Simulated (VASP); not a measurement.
Method: PBEsol GGA, VASP's PBE PAW potentials (set 64) (plane waves; VASP).

Input for VASP

### KPOINTS
```
Automatic mesh
0
Gamma
13 13 10
0 0 0
```

INCAR:
```
SYSTEM  =  BaAlGeH
LWAVE  =  .FALSE.
EDIFF  =  1E-7   # SCF stop (eV)
LASPH  =  .TRUE.   # aspherical one-centre terms
LCHARG  =  .FALSE.
LOPTICS  =  .TRUE.
PREC  =  Accurate
CSHIFT  =  0.1
SIGMA  =  0.01
NEDOS  =  1001
ALGO  =  Normal   # blocked Davidson
GGA  =  PS   # PBEsol
NELM  =  100
ENCUT  =  400   # plane-wave cut-off (eV)
LMAXMIX  =  4
LREAL  =  .FALSE.
ISMEAR  =  0
NBANDS  =  54
```

File POSCAR:
```
BaAlGeH
1
    4.3405415657     0.0000000000     0.0000000000
   -2.1702707829     3.7590188277    -0.0000000000
    0.0000000000    -0.0000000000     5.0836651227
Ba Al Ge H
1 1 1 1
Direct
  0.3333330000   0.6666670000   0.0980703717
  0.0000000000   1.0000000000   0.6350267792
  0.6666670000   0.3333330000   0.5554382260
  0.0000000000   1.0000000000   0.9774646231
```

POTCAR, in this order: Ba_sv Al Ge_d H (PBE.64 set). Program: vasp_std.

What VASP printed:

### OSZICAR
```
       N       E                     dE             d eps       ncg     rms          rms(c)
DAV:   1     0.207524365245E+03    0.20752E+03   -0.79938E+03 28878   0.719E+02
DAV:   2     0.132902389925E+02   -0.19423E+03   -0.17563E+03 21960   0.348E+02
DAV:   3    -0.161269531146E+02   -0.29417E+02   -0.28953E+02 23132   0.533E+01
DAV:   4    -0.171544025488E+02   -0.10274E+01   -0.10244E+01 24482   0.102E+01
DAV:   5    -0.171739205901E+02   -0.19518E-01   -0.19513E-01 23522   0.156E+00    0.597E+00
DAV:   6    -0.167552119960E+02    0.41871E+00   -0.12693E-01 23794   0.121E+00    0.334E+00
DAV:   7    -0.166339901395E+02    0.12122E+00   -0.17057E-01 23282   0.144E+00    0.677E-01
DAV:   8    -0.166355579774E+02   -0.15678E-02   -0.41521E-02 22604   0.453E-01    0.132E-01
DAV:   9    -0.166356553588E+02   -0.97381E-04   -0.59385E-04 27052   0.716E-02    0.844E-02
DAV:  10    -0.166357086161E+02   -0.53257E-04   -0.54401E-05 24788   0.254E-02    0.301E-02
DAV:  11    -0.166357138058E+02   -0.51897E-05   -0.50757E-06 24004   0.806E-03    0.730E-03
DAV:  12    -0.166357138725E+02   -0.66775E-07   -0.95668E-07 23192   0.326E-03
   1 F= -.16635714E+02 E0= -.16635714E+02  d E =-.290810E-13
 imaginary and real dielectric function
```

### OUTCAR
```
------------------------ aborting loop because EDIFF is reached ----------------------------------------
  FORCE on cell =-STRESS in cart. coord.  units (eV):
  Direction    XX          YY          ZZ          XY          YZ          ZX
  --------------------------------------------------------------------------------------
  Total       -0.0597082     -0.0597081      0.1441170      0.0000000      0.0000000      0.0000000
  in kB       -1.1533175     -1.1533172      2.7837513      0.0000000      0.0000000      0.0000000
  external PRESSURE =       0.1590389 kB  Pullay stress =       0.0000000 kB
  volume of cell :       82.95
      direct lattice vectors                 reciprocal lattice vectors
     4.340541566  0.000000000  0.000000000     0.230385998  0.133013433  0.000000000
    -2.170270783  3.759018828  0.000000000     0.000000000  0.266026867  0.000000000
     0.000000000  0.000000000  5.083665123     0.000000000  0.000000000  0.196708472
 POSITION                                       TOTAL-FORCE (eV/Angst)
 -----------------------------------------------------------------------------------
     -0.00000      2.50601      0.49856        -0.000000      0.000000     -0.005728
      0.00000      0.00000      3.22826         0.000000     -0.000000      0.008863
      2.17027      1.25301      2.82366         0.000000      0.000000     -0.025325
      0.00000      0.00000      4.96910         0.000000     -0.000000      0.022189
 -----------------------------------------------------------------------------------
    total drift:                               -0.000189      0.000105     -0.000030
  FREE ENERGIE OF THE ION-ELECTRON SYSTEM (eV)
  ---------------------------------------------------
  free  energy   TOTEN  =       -16.6357138725 eV

  energy  without entropy=      -16.6357138725  energy(sigma->0) =      -16.63571387

 plasma frequency squared (from intraband transitions) (eV^2)
  --------------------------------------------------------------------------------------
       0.000      -0.000       0.000
      -0.000       0.000       0.000
      -0.000      -0.000       0.000

 plasma frequency squared (from interband transitions, int dw w eps(2)(w)) (eV^2)
  --------------------------------------------------------------------------------------
     312.554       0.000      -0.000      -0.000       0.000       0.000
      -0.000       0.000     312.554       0.000       0.000       0.000
       0.000      -0.000       0.000      -0.000     312.586       0.000
```
(Selected blocks of OUTCAR.)

### OUTCAR
```
 val. band max:        3.7565879989   @ k =   0.0000   0.0000   0.5000

 cond. band min:       4.4183966099   @ k =   0.4615  -0.0000   0.2000


 Fermi energy:         3.7996677763

 k-point     1 :       0.0000    0.0000    0.0000
  band No.  band energies     occupation
      1     -23.4561      2.00000
      2     -19.6128      2.00000
      3     -19.6128      2.00000
      4     -19.5703      2.00000
      5     -19.5703      2.00000
      6     -19.5673      2.00000
      7      -8.8711      2.00000
      8      -8.4789      2.00000
      9      -8.4789      2.00000
     10      -5.6558      2.00000
     11      -0.4845      2.00000
     12       2.9946      2.00000
     13       3.1359      2.00000
     14       3.1360      2.00000
     15       4.7665      0.00000
     16       7.0176      0.00000
     17       7.0176      0.00000
     18       8.0935      0.00000
     19       8.0935      0.00000
     20       8.2271      0.00000
     21       8.2271      0.00000
     22       8.3072      0.00000
     23       9.0196      0.00000
     24      11.0369      0.00000
     25      11.5388      0.00000
     26      11.5388      0.00000
     27      15.0300      0.00000
     28      17.0692      0.00000
     29      20.5385      0.00000
     30      20.9657      0.00000
     31      20.9657      0.00000
     32      21.2985      0.00000
     33      21.2985      0.00000
     34      22.0013      0.00000
     35      22.0089      0.00000
     36      22.0089      0.00000
     37      23.3578      0.00000
     38      24.2733      0.00000
     39      24.2733      0.00000
     40      25.1091      0.00000
     41      25.1091      0.00000
     42      25.6509      0.00000
     43      26.4127      0.00000
     44      26.4127      0.00000
     45      26.4209      0.00000
     46      27.9307      0.00000
     47      28.4773      0.00000
     48      28.4773      0.00000
     49      29.4743      0.00000
     50      29.4744      0.00000
     51      29.8570      0.00000
...
```

Unless said otherwise, spin-orbit coupling is left out, though it shifts the bands of the heavy elements here.

The structure comes from a computed database's BaAlGeH entry (P3m1); how it stands against other phases isn't given here. It was relaxed first, which changed the volume by -5 %.
